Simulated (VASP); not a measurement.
Calculation: PBE GGA, VASP's PBE PAW potentials (set 64) (plane waves; VASP).

The input files of a VASP run:

### INCAR
```
! general
SYSTEM  = Ga
PREC    = Accurate
ENCUT   = 480
LREAL   = .FALSE.
LASPH   = .TRUE.

! electronic loop
EDIFF   = 1E-7
NELM    = 100
ALGO    = Normal
LMAXMIX = 4

! smearing
ISMEAR  = 1
SIGMA   = 0.1

! functional
GGA     = PE

! ions
IBRION  = 2
NSW     = 30
ISIF    = 2
EDIFFG  = -0.01

! output
LWAVE   = .FALSE.
LCHARG  = .FALSE.
```

KPOINTS:
```
Automatic
0
gamma
 8 8 6
0 0 0
```

POSCAR:
```
Ga
1.0
  2.2753311820  -3.8735434889   0.0000000000
  2.2753311820   3.8735434889   0.0000000000
  0.0000000000   0.0000000000   4.6631623375
Ga
4
Cartesian
  2.2753311820   2.6673077275   4.2817144752
  2.2753311820   1.2062357614   1.9501333065
  2.2753311820  -1.2062357614   2.7130290310
  2.2753311820  -2.6673077275   0.3814478623
```

POTCAR, in this order: Ga_d (PBE.64 set). Program: vasp_std.

Output of the run:

File OSZICAR:
```
       N       E                     dE             d eps       ncg     rms          rms(c)
DAV:   1     0.347506758545E+03    0.34751E+03   -0.25296E+04  5231   0.298E+03
DAV:   2     0.281965550824E+02   -0.31931E+03   -0.31444E+03  5433   0.548E+02
DAV:   3    -0.105565469392E+02   -0.38753E+02   -0.38297E+02  5950   0.150E+02
DAV:   4    -0.116678755106E+02   -0.11113E+01   -0.10975E+01  5841   0.293E+01
DAV:   5    -0.116925351877E+02   -0.24660E-01   -0.24649E-01  6316   0.437E+00    0.236E+00
DAV:   6    -0.116226606429E+02    0.69875E-01   -0.19706E-01  6239   0.613E+00    0.131E+00
DAV:   7    -0.116105126056E+02    0.12148E-01   -0.57948E-02  7003   0.268E+00    0.299E-01
DAV:   8    -0.116097196473E+02    0.79296E-03   -0.13429E-02  5768   0.136E+00    0.470E-02
DAV:   9    -0.116098727228E+02   -0.15308E-03   -0.97667E-04  5901   0.343E-01    0.246E-02
DAV:  10    -0.116098854534E+02   -0.12731E-04   -0.20833E-04  6122   0.160E-01    0.574E-03
DAV:  11    -0.116098872894E+02   -0.18361E-05   -0.36038E-05  6042   0.727E-02    0.456E-03
DAV:  12    -0.116098869922E+02    0.29722E-06   -0.10058E-05  6207   0.375E-02    0.634E-04
DAV:  13    -0.116098870633E+02   -0.71082E-07   -0.10460E-06  6758   0.878E-03    0.475E-04
DAV:  14    -0.116098869786E+02    0.84725E-07   -0.56127E-08  3502   0.197E-03
   1 F= -.11609887E+02 E0= -.11610053E+02  d E =-.116099E+02
       N       E                     dE             d eps       ncg     rms          rms(c)
DAV:   1    -0.116101264125E+02   -0.23935E-03   -0.13774E-01  5740   0.230E+00    0.134E-02
DAV:   2    -0.116104134038E+02   -0.28699E-03   -0.28718E-03  7513   0.448E-01    0.957E-03
DAV:   3    -0.116104166262E+02   -0.32224E-05   -0.35500E-05  6582   0.439E-02    0.641E-03
DAV:   4    -0.116104163924E+02    0.23380E-06   -0.22537E-06  7868   0.184E-02    0.435E-04
DAV:   5    -0.116104164317E+02   -0.39297E-07   -0.51325E-07  5583   0.801E-03
   2 F= -.11610416E+02 E0= -.11610624E+02  d E =-.529453E-03
       N       E                     dE             d eps       ncg     rms          rms(c)
DAV:   1    -0.116103809307E+02    0.35462E-04   -0.70126E-02  5747   0.164E+00    0.939E-03
DAV:   2    -0.116105264994E+02   -0.14557E-03   -0.14558E-03  7485   0.319E-01    0.681E-03
DAV:   3    -0.116105281630E+02   -0.16636E-05   -0.18023E-05  6573   0.313E-02    0.460E-03
DAV:   4    -0.116105280477E+02    0.11528E-06   -0.10820E-06  6958   0.132E-02    0.332E-04
DAV:   5    -0.116105280672E+02   -0.19472E-07   -0.29345E-07  4320   0.613E-03
   3 F= -.11610528E+02 E0= -.11610768E+02  d E =-.641089E-03
```

**OUTCAR**
```
------------------------ aborting loop because EDIFF is reached ----------------------------------------
  FORCE on cell =-STRESS in cart. coord.  units (eV):
  Direction    XX          YY          ZZ          XY          YZ          ZX
  --------------------------------------------------------------------------------------
  Total       -0.3369848      0.0235547     -0.4859271      0.0000000      0.0000000      0.0000000
  in kB       -6.5683650      0.4591183     -9.4714850      0.0000000      0.0000000      0.0000000
  external PRESSURE =      -5.1935773 kB  Pullay stress =       0.0000000 kB
  volume of cell :       82.20
      direct lattice vectors                 reciprocal lattice vectors
     2.275331182 -3.873543489  0.000000000     0.219748230 -0.129080776  0.000000000
     2.275331182  3.873543489  0.000000000     0.219748230  0.129080776  0.000000000
     0.000000000  0.000000000  4.663162338     0.000000000  0.000000000  0.214446748
 POSITION                                       TOTAL-FORCE (eV/Angst)
 -----------------------------------------------------------------------------------
      2.27533      2.66241      4.28013         0.000000      0.002306     -0.007093
      2.27533      1.21113      1.94855         0.000000     -0.002306     -0.007093
      2.27533     -1.21113      2.71461         0.000000      0.002306      0.007093
      2.27533     -2.66241      0.38303         0.000000     -0.002306      0.007093
 -----------------------------------------------------------------------------------
    total drift:                                0.000000      0.000000      0.000000
  FREE ENERGIE OF THE ION-ELECTRON SYSTEM (eV)
  ---------------------------------------------------
  free  energy   TOTEN  =       -11.6105280672 eV

  energy  without entropy=      -11.6112466441  energy(sigma->0) =      -11.61076759

 reached required accuracy - stopping structural energy minimisation
```
(Selected blocks of OUTCAR.)

CONTCAR:
```
Ga
   1.00000000000000
     2.2753311820000000   -3.8735434889000002    0.0000000000000000
     2.2753311820000000    3.8735434889000002    0.0000000000000000
     0.0000000000000000    0.0000000000000000    4.6631623375000002
  Ga
     4
Direct
     0.1563335707005099    0.8436664292994901    0.9178598496234930
     0.3436664292994902    0.6563335707005099    0.4178598496234929
     0.6563335707005099    0.3436664292994902    0.5821401503765070
     0.8436664292994901    0.1563335707005099    0.0821401503765071
```

The compound is Ga in the alpha structure. This cell was strained or had an atom moved on purpose. Symmetry was kept, so distortions that lower it aren't found.
